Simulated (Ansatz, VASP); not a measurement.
# Cross-check of LiBe6Si between VASP and Ansatz

Aim: how closely do two programs agree when they are given the same cell, functional and k mesh? The cell is generated by rule, not measured, and may not be a known phase. The cell is taken from a series of runs on this material, whose earlier steps may have relaxed, scaled, displaced or heated it; both programs get it as it stands.

Method: plane waves, with VASP 6.6.1 beside it; zone-centre phonons at LDA, in Ansatz 0.2.0.

The structure was built from a prototype and need not be the compound's stable phase.

## Step 1: The starting structure

Symmetry: Fm-3m, No. 225, cubic system. Conventional cell: a = 6.602 Å, b = 6.602 Å, c = 6.602 Å, α = 90.00°, β = 90.00°, γ = 90.00°. Nearest to Li lie 12 Be at 2.33 Å. Nearest to Be lie 2 Si at 2.33 Å and 8 Be at 2.33 Å and 2 Li at 2.33 Å. Si has 12 Be at 2.33 Å nearest. Farther neighbours are not listed.

## Step 2: Ansatz: zone-centre phonons, LDA

Ansatz runs on its default PAW (the set named soft_2) files.

Second derivatives magnify differences that forces hide, and they need a tight electronic threshold.

The input, input.yaml:

```yaml
crystal:
  lattice:
    - [0.0, 3.3011547307, 3.3011547307]
    - [3.3011547307, 0.0, 3.3011547307]
    - [3.3011547307, 3.3011547307, 0.0]
  atoms:
    - { symbol: Li, position: [0.5, 0.5, 0.5] }
    - { symbol: Be, position: [0.5, 0.0, 0.0] }
    - { symbol: Be, position: [0.5, 0.5, 0.0] }
    - { symbol: Be, position: [0.0, 0.5, 0.5] }
    - { symbol: Be, position: [0.0, 0.0, 0.5] }
    - { symbol: Be, position: [0.0, 0.5, 0.0] }
    - { symbol: Be, position: [0.5, 0.0, 0.5] }
    - { symbol: Si, position: [0.0, 0.0, 0.0] }
kpoints:
  mp_grid: { grid: [12, 12, 12] }
hamiltonian:
  xc: lda
scf:
  occupations: { method: methfessel_paxton, width: 0.2 }
output:
  eigenvalues: true
phonons:
  method: dfpt
  qmesh: [2, 2, 2]
  temperatures: { t_max: 1000, t_step: 50 }
  qpath:
    path:
      - [[0.0, 0.0, 0.0], [0.5, 0.0, 0.5], [0.625, 0.25, 0.625]]
      - [[0.375, 0.375, 0.75], [0.0, 0.0, 0.0], [0.5, 0.5, 0.5], [0.5, 0.25, 0.75], [0.5, 0.0, 0.5]]
    npoints: 10
basis:
  ecutwfc: 360
```

The run is started by

```console
> ansatz run input.yaml --threads 4 --pin off --max-ram 14336MiB --backend cpu --events-out ev --progress --plain --runs-dir out
```

Numbers of over 12 decimals in the logs are rounded to 6 here.

The program printed:

```text
Warning: basis.ecutwfc = 360 eV is below the records' recommended 420 eV, and the density's cutoff is lower with it unless basis.ecutrho_ratio is high enough to keep the records' density cutoff: compare with a run at a higher cutoff
Engine: ansatz 0.2.0, aarch64-unknown-linux-gnu
Pseudopotentials: kind: paw
Pseudopotential: Li, paw, valence charge 3, recommended cutoff 420 eV (normal), Li.paw.azcp
Pseudopotential: Be, paw, valence charge 2, recommended cutoff 420 eV (normal), Be.paw.azcp
Pseudopotential: Si, paw, valence charge 4, recommended cutoff 420 eV (normal), Si.paw.azcp
Functional definition: SPW92
  exchange = slater_x
  correlation = pw_c
Crystal: 8 atoms, lattice volume = 71.949 Å³
Basis set: ecut = 360 eV, 1139 PW (Γ), exchange–correlation on 60×60×60 points (8 copies of the dense FFT grid, shifted against one another)
Bands: 18, of which v1, the nominal top of the filled ones, is band 10 counted from 1 (9 counted from 0)
Symmetry: 48 space group operations
k-points: 72 of 1728
Non-local potential: Li, projectors of the file, l = 0: 3, l = 1: 2, l = 2: 1
Non-local potential: Be, projectors of the file, l = 0: 2, l = 1: 2, l = 2: 1
Non-local potential: Si, projectors of the file, l = 0: 2, l = 1: 2, l = 2: 2
PAW form: soft (Blöchl's): semilocal exchange-correlation on the pseudo side does not see the compensation charge
PAW frozen core: Be, regenerated for the run's functional, and the local potential with it (the file was generated under x = pbe(κ = 0.804, μ = 0.219515), c = pbe(β = 0.066725))
PAW frozen core: Si, regenerated for the run's functional, and the local potential with it (the file was generated under x = pbe(κ = 0.804, μ = 0.219515), c = pbe(β = 0.066725))
PAW one-centre angular grid: Li, 110 points (default); XC on 64 Gauss nodes
PAW one-centre angular grid: Be, 110 points (default); XC on 64 Gauss nodes
PAW one-centre angular grid: Si, 110 points (default); XC on 64 Gauss nodes
Initial density: superposition of atomic densities (neutral atoms: chi_scale 0, normalization atom), corrected by the library's trained network
Initial wavefunctions: pseudopotential atomic-orbital guess
Functional: x = slater, c = lda
SCF iter   1: F=—  HF=-1337.508451 eV  |F-HF|=—  |Δ(HF+E_count)|=         —  Δρ=5.09e-3  dr2=2.36e-2  ethr=1.77e-3  ⟨swp⟩=5.5  Hψ=7304  notcnv=0
preconditioner: auto → Kerker (q_TF=auto, 2.185 Å⁻¹)  [metal: Δε(μ)=0.024 eV  Ē_g=8.919 eV  σ=0.200 eV  W_gap=0.10  n_scr=14 (ndim 8)  ℏωp=18.0 eV  f_vac=0.000  D(μ)=2.69/eV (n_scr^D=14)]
SCF iter   2: F=—  HF=-1337.497834 eV  |F-HF|=—  |Δ(HF+E_count)|=   1.06e-2  S|Δr|=    0.00e0  Δρ=2.67e-3  dr2=6.70e-3  ethr=1.24e-4  ⟨swp⟩=2.0  Hψ=1944  notcnv=0
SCF iter   3: F=—  HF=-1337.495068 eV  |F-HF|=—  |Δ(HF+E_count)|=   2.77e-3  S|Δr|=    0.00e0  Δρ=3.91e-4  dr2=8.14e-5  ethr=3.53e-5  ⟨swp⟩=2.2  Hψ=1809  notcnv=0
SCF iter   4: F=—  HF=-1337.495042 eV  |F-HF|=—  |Δ(HF+E_count)|=   2.61e-5  S|Δr|=    0.00e0  Δρ=8.05e-5  dr2=3.96e-6  ethr=4.29e-7  ⟨swp⟩=2.0  Hψ=1486  notcnv=0
SCF iter   5: F=—  HF=-1337.495039 eV  |F-HF|=—  |Δ(HF+E_count)|=   2.71e-6  S|Δr|=    0.00e0  Δρ=8.19e-6  dr2=4.48e-8  ethr=2.08e-8  ⟨swp⟩=1.9  Hψ=1744  notcnv=0
SCF iter   6: F=—  HF=-1337.495040 eV  |F-HF|=—  |Δ(HF+E_count)|=   4.01e-7  S|Δr|=    0.00e0  Δρ=1.03e-6  dr2=1.34e-9  ethr=2.36e-10  ⟨swp⟩=2.8  Hψ=1893  notcnv=0
SCF iter   7: F=—  HF=-1337.495040 eV  |F-HF|=—  |Δ(HF+E_count)|=  4.62e-10  S|Δr|=    0.00e0  Δρ=1.91e-7  dr2=5.19e-11  ethr=7.05e-12  ⟨swp⟩=2.1  Hψ=1761  notcnv=0
SCF iter   8: F=-1337.495040 eV  HF=-1337.495040 eV  |F-HF|=0.00e0  |Δ(HF+E_count)|=  2.16e-11  S|Δr|=    0.00e0  Δρ=1.96e-8  dr2=4.38e-13  ethr=1.00e-12  ⟨swp⟩=9.1  Hψ=6429  notcnv=0
SCF 1 converged in 8 iterations: F = -1337.495040 eV  dr2 = 4.38e-13
  greatest PAW one-centre occupation: 1.001 electrons in one spin orbital (limit 2), on the Li atom at site 0 (counted from 0), in its partial waves of l = 0
phonons: the bands overlap, so this run is a metal and interpolates without the dipole-dipole term. If the crystal is really an insulator or semiconductor, its LO-TO splitting is missing
NSCF: frozen V_eff on 72 k-points
NSCF: frozen V_eff on 476 k-points
DFPT response loops at q = (0, 0, 0) (fractional): preconditioner auto → Kerker (q_TF=auto, 2.185 Å⁻¹) (partly filled bands, converged f_vac=0.000); β = 1.00, the filter's whole step (`scf.mixing.beta` (0.50) is not read by the response loops under this deck's `scf.mixing.preconditioner`; to damp them name `kerker` or `kerker_dos`, under which they read `scf.mixing.beta`, and type it under 1.00, their step now; both keys bind the ground state too); Broyden in place of MSR1
NSCF: frozen V_eff on 1736 k-points
DFPT response loops at q = (0, 0, -0.5) (fractional): mixed as the last ones told, above
NSCF: frozen V_eff on 1736 k-points
DFPT response loops at q = (0, -0.5, -0.5) (fractional): mixed as the last ones told, above
SCF converged after 8 iterations
Stability not checked: this state was not tested for a lower state beside it, because cold or Methfessel-Paxton smearing, or corrected tetrahedra, fill the levels in a way that the test cannot read (fill_not_monotonic; see scf.lower_state_search)
Free energy (F): -1337.495040 eV
Harris-Foulkes:  -1337.495040 eV  (|F-HF|=0.00e0)
Internal energy: -1337.493210 eV  (E = F + TS)
E sigma→0 (E₀):  -1337.494582 eV
Entropy (-TS):   -0.001830 eV (-0.229 meV/atom)
Fermi energy:    8.111904 eV
--- Per-component energies (eV) ---
  E_band       = -21.972760
  E_kinetic    = 191.674777
  E_local      = -99.787420  (includes V_loc(G=0)·N_el)
  E_nonlocal   = 22.337768
  E_hartree    = 37.825857
  E_xc         = -184.647365
  E_vxc        = -188.091338  (∫ρ·V_xc dr)
  E_paw        = -835.428392  (= ΣΔE_a)
  E_vpaw       = -23.758134  (= ΣTr[D̂ρ^β])
  E_aug_tail   = -0.000130  (compensation charges beyond the density's cutoff)
  E_ewald      = -469.734358
  E_core_change = 0.266053  (= ΣΔE_core)
  E_smearing   = -0.001830  (= −TS)
  E_closure    = 0.000000  (closes the sum)
  Σ components = -1337.495040   (vs F -1337.495040, Δ=0.00e0)
--- Band table (eV; the first three rows and the last of 72) ---
  k-point 0: bands = [... 6 lower, 5.8386, 6.1305, 6.1305, 6.1305, 7.4371, 7.4371, 7.4371, 10.6418, ... 4 higher]
  k-point 1: bands = [... 6 lower, 5.7588, 6.0155, 6.0155, 6.3660, 7.5209, 7.5209, 7.8515, 10.8241, ... 4 higher]
  k-point 2: bands = [... 6 lower, 5.5311, 5.7388, 5.7388, 7.0097, 7.7537, 7.7537, 8.8481, 11.2819, ... 4 higher]
  k-point 71: bands = [... 6 lower, 5.1939, 5.1939, 5.8277, 8.8847, 10.0541, 10.0541, 10.1286, 12.5870, ... 4 higher]
--- Phonons (Γ-DFPT): 4 representative perturbations + reference (Σ response iterations 12) ---
  ASR residual: 7.918e-6 → 0.000e0 eV/Å²; symmetrization residual: 1.880e-7 eV/Å²
  ASR residual per site (eV/Å²): 7.92e-6 3.13e-6 3.13e-6 3.13e-6 3.13e-6 3.13e-6 3.13e-6 4.58e-6
  Γ frequencies (cm⁻¹): 0.00 0.00 0.00 242.28 242.28 242.28 331.39 331.39 390.15 390.15 390.15 404.91 404.91 404.91 454.68 475.21 475.21 475.21 511.09 511.09 511.09 632.11 632.11 632.11
--- Phonons (arbitrary-q DFPT): 3 irreducible q on the 2×2×2 mesh ---
  q = [0.0000, 0.0000, 0.0000] (star 1, of the zone-centre solve; hermiticity 4.39e-8, symmetrization 4.33e-14): -0.00 0.00 0.00 242.28 242.28 242.28 331.39 331.39 390.15 390.15 390.15 404.91 404.91 404.91 454.68 475.21 475.21 475.21 511.09 511.09 511.09 632.11 632.11 632.11
  q = [0.0000, 0.0000, -0.5000] (star 4, 6 solved perturbations in 3640 linear systems a pass and spin channel, the states on 868 of 1728 k-point pairs; hermiticity 2.94e-8, symmetrization 9.46e-14): 158.31 158.31 162.11 162.11 265.73 296.01 296.01 303.66 303.66 357.33 383.40 391.63 391.63 412.68 415.65 415.65 429.05 433.06 454.83 497.55 497.55 525.74 617.92 617.92
  q = [0.0000, -0.5000, -0.5000] (star 3, 9 solved perturbations in 3070 linear systems a pass and spin channel, the states on 868 of 1728 k-point pairs; hermiticity 6.90e-8, symmetrization 3.42e-14): 167.05 179.42 179.42 250.49 265.80 265.80 283.48 326.52 337.36 337.36 342.11 364.39 383.51 383.51 406.11 427.91 427.91 431.23 431.23 472.14 477.71 524.12 598.42 598.42
  sum rule: each row above includes the acoustic sum rule's correction from the zone centre's row sums; it moved no ω² by more than (0.56 cm⁻¹)²
  mesh force constants: q→R imaginary residual 9.12e-18; ASR residual 7.918e-6 → 0.000e0 eV/Å²; symmetrization residual 7.994e-15 eV/Å²
  interpolated dispersion: 62 rows × 24 modes
  density of states and harmonic sums: on the 16×16×16 q-mesh, interpolated from the force constants of a 2×2×2 supercell (no non-analytic term)
  largest difference from the sums on the solved wave vectors: F 7.10e-2 eV, S 1.03e-4 and C_V 3.22e-5 eV/K
  zero-point energy: 0.555636 eV/cell   skipped modes (ω ≤ 0): 3   left out of the sums: 3.05e-5 of the cell's modes: C_V's classical limit lies that fraction below 3 k_B per atom; for a crystal, a wire or a layer, F and S can be off by more, and a phonons.interpolated_qmesh denser along its periods is the remedy for the sampling
```

(Part 1 of 3 ends here.)

[Lines on the potential files, build, host, timing and source positions are cut from VASP's logs without a mark.]

[Logs are printed without paths, hosts, clocks, repeated set-up lines and the standing remarks that a program may print on its own settings, such as how far it seeks lower states.]

[Hosts, paths, dates, database ids (printed as entryN), source tags and the programs' standing remarks are cut or masked in the printed files.]
